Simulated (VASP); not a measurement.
Input:

```yaml
crystal:
  lattice:
    - [3.35549, 0.00000, 0.00000]
    - [0.00000, 3.35549, 0.00000]
    - [0.00000, 0.00000, 4.73778]
  atoms:
    - { symbol: B, position: [0.00000, 0.00000, 0.00000] }
    - { symbol: B, position: [0.50000, 0.50000, 0.50000] }
    - { symbol: As, position: [0.50000, 0.00000, 0.25000] }
    - { symbol: As, position: [0.00000, 0.50000, 0.75000] }
```

These are LDA (Ceperley-Alder, Perdew-Zunger), VASP's LDA PAW potentials (set 64) (plane waves; VASP) values and carry that method's errors. Run with 520 eV cut-off, 6×6×4 Γ-centred mesh, Gaussian smearing of 0.050 eV, potentials B As.

Q: Estimate the energy per atom (σ→0).

A: 
```json
{
 "energy per atom (σ→0)": "-6.460 eV/atom"
}
```

Total energies compare only between runs with the same potentials, cut-off and functional.

The compound is BAs in the zinc blende structure. It was relaxed first. The start is the result of an earlier pass.
